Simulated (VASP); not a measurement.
Consider the following.

```
CELL_PARAMETERS angstrom
      1.86500    -3.23027     0.00000
      1.86500     3.23027     0.00000
      0.00000     0.00000     5.08000
ATOMIC_POSITIONS crystal
  Pt 0.00000 0.00000 0.00000
  Se 0.33333 0.66667 0.25500
  Se 0.66667 0.33333 0.74500
```

Level of theory: PBE GGA, VASP's PBE PAW potentials (set 64) (plane waves; VASP). Run with EDIFF = 1E-3, 400 eV cut-off, 6×6×4 Γ-centred mesh, Gaussian smearing of 0.050 eV, potentials Pt Se.

Unless said otherwise, spin-orbit coupling is left out, though it shifts the bands of the heavy elements here.

**Question.** Predict the energy per atom (σ→0), pressure, largest force, band gap (on the k-mesh) with the smallest direct gap where there is one.

**Answer.** 
| Quantity | Value |
|---|---|
| band gap (on the k-mesh) | none (metal, semimetal or under 0.01 eV) |
| energy per atom (σ→0) | -457.3 kJ/mol of atoms |
| pressure | 4.50 GPa |
| largest force | 0.200 eV/Å |

Total energies compare only between runs with the same potentials, cut-off and functional.

The compound is PtSe2 in the 1T layered structure. The cell was not relaxed at this level. The k-mesh is coarse (spacing up to 0.32 per Å, 2π included), so the numbers may not be converged in it. The run is one of a series of settings (EDIFF = 1E-3 against the base run), some of them coarse on purpose.
